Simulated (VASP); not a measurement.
Data:

```
DyN
1.0
    3.81838     0.00000     0.00000
    0.00000     3.81838     0.00000
    0.00000     0.00000     4.81148
Dy N
2 2
Cartesian
  1.90919   0.00000   1.13936
  0.00000   1.90919   3.67212
  0.00000   0.00000   0.00000
  1.90919   1.90919   0.00000
```

Computed with PBE GGA, VASP's PBE PAW potentials (set 64) (plane waves; VASP). Numerical set-up: 520 eV cut-off, 5×5×4 Γ-centred mesh, Gaussian smearing of 0.050 eV, potentials Dy_3 N.

The 4f electrons are frozen in the core of the lanthanide potential, so 4f levels, which can set the real gap, and their magnetism are missing.

Task: Predict the energy per atom (σ→0), pressure, largest force, band gap (on the k-mesh) with the smallest direct gap where there is one.

Result: 
```
Quantity                                                     Value
------------------------  ----------------------------------------
band gap (on the k-mesh)  none (metal, semimetal or under 0.01 eV)
energy per atom (σ→0)                               -7.158 eV/atom
pressure                                                 76.9 kbar
largest force                                           2.009 eV/Å
```

The absolute energy has meaning only against runs of the same code, potentials and settings.

The structure was generated: DyN was put into the litharge type (P4/nmm), which need not be its known phase. The cell was not relaxed at this level. The k-mesh is coarse (spacing up to 0.33 per Å, 2π included), so the numbers may not be converged in it.
